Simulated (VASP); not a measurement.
```xyz
3
Lattice="0.0000 3.0367 3.0807 3.1051 0.0000 3.0807 3.1051 3.0367 0.0000" Properties=species:S:1:pos:R:3 pbc="T T T"
Ba     0.0000     0.0000     0.0000
F      1.5525     1.5184     1.5404
F      4.6831     4.5551     4.6211
```
Cell charge -0.1.

Level of theory: PBE GGA, VASP's PBE PAW potentials (set 64) (plane waves; VASP). Run with NELECT = 24.1, 520 eV cut-off, 6×6×6 Γ-centred mesh, Gaussian smearing of 0.050 eV, potentials Ba_sv F.

The cell is charged, with a uniform compensating background.

Q: Which forces act on the atoms, in eV/Å?

A: 
```
atom      Fx     Fy     Fz
----  ------  -----  -----
Ba1    0.057  0.000  0.000
F2     0.027  0.000  0.000
F3    -0.084  0.000  0.000
```

Q: Give the stress tensor in GPa (positive for a compressed cell).

A: 
```
5.87  0.00  0.00
0.00  6.69  0.26
0.00  0.26  6.15
```
The pressure is its mean diagonal, 6.23 GPa.

The compound is BaF2 in the fluorite structure. The cell was not relaxed at this level, atoms are displaced from their ideal sites. The run is one of a series of settings (NELECT = 24.1 against the base run), some of them coarse on purpose.
